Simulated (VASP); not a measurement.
Output of a VASP run:

OSZICAR:
```
       N       E                     dE             d eps       ncg     rms          rms(c)
DAV:   1     0.199906644424E+02    0.19991E+02   -0.46600E+03  5429   0.139E+03
DAV:   2    -0.599102332098E+01   -0.25982E+02   -0.25037E+02  5302   0.160E+02
DAV:   3    -0.635244332957E+01   -0.36142E+00   -0.35999E+00  6085   0.246E+01
DAV:   4    -0.635549653199E+01   -0.30532E-02   -0.30529E-02  5806   0.196E+00
DAV:   5    -0.635557133264E+01   -0.74801E-04   -0.74800E-04  5973   0.268E-01    0.113E+01
DAV:   6    -0.557796455053E+01    0.77761E+00   -0.13420E+01  5498   0.617E+01    0.508E+00
DAV:   7    -0.537430412064E+01    0.20366E+00   -0.17385E+00  5519   0.214E+01    0.243E+00
DAV:   8    -0.535348435847E+01    0.20820E-01   -0.25130E-02  7301   0.188E+00    0.975E-01
DAV:   9    -0.535175794004E+01    0.17264E-02   -0.98431E-04  7658   0.297E-01    0.252E-01
DAV:  10    -0.535138952031E+01    0.36842E-03   -0.41223E-04  6541   0.164E-01    0.458E-02
DAV:  11    -0.535139674576E+01   -0.72254E-05   -0.62709E-06  5867   0.392E-02    0.252E-02
DAV:  12    -0.535139772886E+01   -0.98310E-06   -0.20008E-06  6465   0.172E-02    0.527E-03
DAV:  13    -0.535139814380E+01   -0.41494E-06   -0.20292E-07  3473   0.486E-03    0.123E-03
DAV:  14    -0.535139816779E+01   -0.23988E-07   -0.80690E-09  2684   0.120E-03
   1 F= -.53513982E+01 E0= -.53514182E+01  d E =0.601029E-04  mag=     0.5735
```

**OUTCAR**
```
------------------------ aborting loop because EDIFF is reached ----------------------------------------
  FORCE on cell =-STRESS in cart. coord.  units (eV):
  Direction    XX          YY          ZZ          XY          YZ          ZX
  --------------------------------------------------------------------------------------
  Total        2.0127132      2.0127132      2.0127132      0.0000000      0.0000000      0.0000000
  in kB      336.3764779    336.3764779    336.3764779      0.0000000      0.0000000      0.0000000
  external PRESSURE =     336.3764779 kB  Pullay stress =       0.0000000 kB
  volume of cell :        9.59
      direct lattice vectors                 reciprocal lattice vectors
     0.000000000  1.686083010  1.686083010    -0.296545305  0.296545305  0.296545305
     1.686083010  0.000000000  1.686083010     0.296545305 -0.296545305  0.296545305
     1.686083010  1.686083010  0.000000000     0.296545305  0.296545305 -0.296545305
 POSITION                                       TOTAL-FORCE (eV/Angst)
 -----------------------------------------------------------------------------------
      0.00000      0.00000      0.00000         0.000000      0.000000      0.000000
 -----------------------------------------------------------------------------------
    total drift:                                0.000000     -0.000000     -0.000000
  FREE ENERGIE OF THE ION-ELECTRON SYSTEM (eV)
  ---------------------------------------------------
  free  energy   TOTEN  =        -5.3513981678 eV

  energy  without entropy=       -5.3514582707  energy(sigma->0) =       -5.35141820

 total charge

# of ion       s       p       d       tot
------------------------------------------
    1        0.556   0.622   8.389   9.567

 magnetization (x)

# of ion       s       p       d       tot
------------------------------------------
    1       -0.007  -0.025   0.605   0.574
```
(Selected blocks of OUTCAR.)

### POSCAR
```
Ni
1
    0.0000000000     1.6860830097     1.6860830097
    1.6860830097     0.0000000000     1.6860830097
    1.6860830097     1.6860830097     0.0000000000
Ni
1
Direct
  0.0000000000   0.0000000000   0.0000000000
```

### Question
Reconstruct the remaining input files.

### Answer
This is not unique; one that fits is the input of the run itself, PBE GGA, plane waves, VASP's PBE PAW potentials (set 64).

KPOINTS:
```
K-points
0
G
  16 16 16
0 0 0
```

INCAR:
```
! general
SYSTEM =Ni
PREC   =Accurate
ENCUT  =480
LREAL  =F
LASPH  =T

! electronic loop
EDIFF  =1E-7
NELM   =100
ALGO   =Normal
LMAXMIX=4

! smearing
ISMEAR =1
SIGMA  =0.1

! functional
GGA    =PE

! spin
ISPIN  =2
MAGMOM =0.6

! ions
ISIF   =2

! output
LWAVE  =F
LCHARG =F
LORBIT =10
```

POTCAR, in this order: Ni (PBE.64 set). Program: vasp_std.

The compound is Ni in the fcc structure. This cell was strained or had an atom moved on purpose.
